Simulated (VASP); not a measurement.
Data:

```yaml
crystal:
  lattice:
    - [0.00000, 2.66351, 2.66351]
    - [2.66351, 0.00000, 2.66351]
    - [10.68857, 10.68857, -0.03453]
  atoms:
    - { symbol: Sr, position: [0.98909, 0.98909, 0.00818] }
    - { symbol: Sr, position: [0.01091, 0.01091, 0.24182] }
    - { symbol: O, position: [0.50000, 0.50000, 0.12500] }
    - { symbol: O, position: [0.52195, 0.52195, 0.35854] }
    - { symbol: O, position: [0.50000, 0.50000, 0.62500] }
    - { symbol: O, position: [0.47805, 0.47805, 0.89146] }
    - { symbol: Ba, position: [0.01101, 0.01101, 0.49174] }
    - { symbol: Ba, position: [0.98899, 0.98899, 0.75826] }
```

Computed with PBEsol GGA, VASP's PBE PAW potentials (set 64) (plane waves; VASP). Run with 520 eV cut-off, 8×8×2 Γ-centred mesh, tetrahedra with Blöchl corrections, potentials Sr_sv O Ba_sv.

The cores are frozen, which limits the accuracy of field gradients.

Task: Give the principal components of the electric field gradient (V/Å²) and the asymmetry η at each nucleus.

Result: 
```tsv
atom	Vxx	Vyy	Vzz	η
Sr1	-14.0	-14.0	27.9	0.00
Sr2	-14.0	-14.0	27.9	0.00
O3	2.1	2.1	-4.3	0.00
O4	0.3	0.3	-0.5	0.01
O5	-1.1	-1.1	2.2	0.00
O6	0.3	0.3	-0.5	0.01
Ba7	34.9	34.9	-69.8	0.00
Ba8	34.9	34.9	-69.8	0.00
```

The structure was generated: Ba2Sr2O4 was put into an ordered model structure (R-3m), which need not be its known phase. It was relaxed first.
